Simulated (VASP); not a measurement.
Input:

```
YN
1.0
    0.00000     2.44000     2.44000
    2.44000     0.00000     2.44000
    2.44000     2.44000     0.00000
Y N
1 1
Direct
  0.00000   0.00000   0.00000
  0.50000   0.50000   0.50000
```

These are PBE GGA, VASP's PBE PAW potentials (set 64) (plane waves; VASP) values and carry that method's errors. Settings: PREC = Low, 520 eV cut-off, 8×8×8 Γ-centred mesh, Gaussian smearing of 0.050 eV, potentials Y_sv N.

Estimate the energy per atom (σ→0), pressure, band gap (on the k-mesh) with the smallest direct gap where there is one.

```yaml
band gap (on the k-mesh): 0.18 eV
smallest direct gap (on the k-mesh): 0.56 eV
energy per atom (σ→0): -9112 meV/atom
pressure: 2.47 GPa
```

Total energies compare only between runs with the same potentials, cut-off and functional.

The compound is YN in the rock salt structure. The cell was not relaxed at this level. The run is one of a series of settings (PREC = Low against the base run), some of them coarse on purpose.
